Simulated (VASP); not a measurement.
Data:

```xyz
3
Lattice="1.8913 -3.2759 0.0000 1.8913 3.2759 0.0000 0.0000 0.0000 6.1844" Properties=species:S:1:pos:R:3 pbc="T T T"
Zr     0.0000     0.0000     0.0000
Se     1.8913     1.0920     1.5835
Se     1.8913    -1.0920     4.6009
```

Calculation: PBE GGA with D3 dispersion (zero damping), VASP's PBE PAW potentials (set 64) (plane waves; VASP). Run with 520 eV cut-off, 8×8×4 Γ-centred mesh, tetrahedra with Blöchl corrections, potentials Zr_sv Se.

**Question.** What does the run give for the energy per atom (σ→0)?

**Answer.** 
| Item | Result |
|---|---|
| energy per atom (σ→0) | -6773 meV/atom |

Total energies compare only between runs with the same potentials, cut-off and functional.

The compound is ZrSe2 in the 1T layered structure. It was relaxed first.
